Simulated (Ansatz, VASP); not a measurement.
# Hf7TiO16 (a cell with a defect) in VASP and in Ansatz

The input INCAR:

```
SYSTEM = Hf7TiO16
  PREC = Accurate
  ENCUT = 520
  EDIFF = 1E-8
  ISMEAR = -1
  SIGMA = 0.01
  LREAL = Auto
  LASPH = .True.
  NELM = 80
  ALGO = Normal
  ISIF = 2
  LWAVE = .False.
  LCHARG = .False.
  GGA = PE
  LEFG = .True.
  NBANDS = 107
```

KPOINTS

```
Automatic mesh
0
Gamma
  3 3 3
  0 0 0
```

POSCAR

```
Hf7TiO16
1.0
    0.0000000000      5.1150000000      5.1150000000
    5.1150000000      0.0000000000      5.1150000000
    5.1150000000      5.1150000000      0.0000000000
Ti Hf O
1 7 16
Direct
    0.0000000000      0.0000000000      0.0000000000
    0.0000000000      0.0000000000      0.5000000000
    0.0000000000      0.5000000000      0.0000000000
    0.0000000000      0.5000000000      0.5000000000
    0.5000000000      0.0000000000      0.0000000000
    0.5000000000      0.0000000000      0.5000000000
    0.5000000000      0.5000000000      0.0000000000
    0.5000000000      0.5000000000      0.5000000000
    0.1250000000      0.1250000000      0.1250000000
    0.1250000000      0.1250000000      0.6250000000
    0.1250000000      0.6250000000      0.1250000000
    0.1250000000      0.6250000000      0.6250000000
    0.6250000000      0.1250000000      0.1250000000
    0.6250000000      0.1250000000      0.6250000000
    0.6250000000      0.6250000000      0.1250000000
    0.6250000000      0.6250000000      0.6250000000
    0.3750000000      0.3750000000      0.3750000000
    0.3750000000      0.3750000000      0.8750000000
    0.3750000000      0.8750000000      0.3750000000
    0.3750000000      0.8750000000      0.8750000000
    0.8750000000      0.3750000000      0.3750000000
    0.8750000000      0.3750000000      0.8750000000
    0.8750000000      0.8750000000      0.3750000000
    0.8750000000      0.8750000000      0.8750000000
```

Input for Ansatz:

```yaml
crystal:
  lattice:
    - [0.0, 5.115, 5.115]
    - [5.115, 0.0, 5.115]
    - [5.115, 5.115, 0.0]
  atoms:
    - { symbol: Ti, position: [0.0, 0.0, 0.0] }
    - { symbol: Hf, position: [0.0, 0.0, 0.5] }
    - { symbol: Hf, position: [0.0, 0.5, 0.0] }
    - { symbol: Hf, position: [0.0, 0.5, 0.5] }
    - { symbol: Hf, position: [0.5, 0.0, 0.0] }
    - { symbol: Hf, position: [0.5, 0.0, 0.5] }
    - { symbol: Hf, position: [0.5, 0.5, 0.0] }
    - { symbol: Hf, position: [0.5, 0.5, 0.5] }
    - { symbol: O, position: [0.125, 0.125, 0.125] }
    - { symbol: O, position: [0.125, 0.125, 0.625] }
    - { symbol: O, position: [0.125, 0.625, 0.125] }
    - { symbol: O, position: [0.125, 0.625, 0.625] }
    - { symbol: O, position: [0.625, 0.125, 0.125] }
    - { symbol: O, position: [0.625, 0.125, 0.625] }
    - { symbol: O, position: [0.625, 0.625, 0.125] }
    - { symbol: O, position: [0.625, 0.625, 0.625] }
    - { symbol: O, position: [0.375, 0.375, 0.375] }
    - { symbol: O, position: [0.375, 0.375, 0.875] }
    - { symbol: O, position: [0.375, 0.875, 0.375] }
    - { symbol: O, position: [0.375, 0.875, 0.875] }
    - { symbol: O, position: [0.875, 0.375, 0.375] }
    - { symbol: O, position: [0.875, 0.375, 0.875] }
    - { symbol: O, position: [0.875, 0.875, 0.375] }
    - { symbol: O, position: [0.875, 0.875, 0.875] }
kpoints:
  mp_grid: { grid: [3, 3, 3] }
scf:
  occupations: { method: fermi_dirac, width: 0.01 }
hamiltonian:
  xc: pbe
  pseudopotentials: { kind: paw }
output:
  forces: true
  stress: true
  populations: true
  efg:
    quadrupole_moments_barn: { Ti: 0.247, Hf: 3.365, O: -0.02558 }
    contact_densities: true
```

Alike in both runs: task electric field gradients; functional PBE; k mesh 3 × 3 × 3; occupations fermi-dirac, width 0.01 eV; no spin polarisation.

```csv
,VASP,Ansatz
version,VASP 6.6.1,Ansatz 0.2.0
potentials or method,"VASP PAW PBE potentials, release 64 (Ti_sv, Hf_pv, O)","plane-wave PAW, scalar-relativistic"
plane-wave cutoff (eV),520,420
valence electrons in the cell,178,290
```

Ansatz gave:

| Quantity | Value |
| --- | --- |
| gap on the k mesh at the Fermi level (eV) | 1.43 |
| pressure (GPa) | -5.9 |
| rms of the force components (eV/Å) | 0.222 |
| Vzz of the field gradient on the site that differs most (V/Å²) | -7.4 |

**Question.** Which values does VASP return?

**Answer.** gap on the k mesh at the Fermi level (eV): 1.44; pressure (GPa): -8.9; rms of the force components (eV/Å): 0.180; Vzz of the field gradient on the site that differs most (V/Å²): -4.6.

Atom by atom the forces differ by 0.042 eV/Å (rms over components). The two sets of potentials don't hold the same shells in valence. Ansatz warned: «gradients_without_spin_orbit».

Caveats: spin-orbit coupling is left out, which moves the levels of the heavy elements. A hybrid or GW would open this gap; PBE tends to underestimate it.
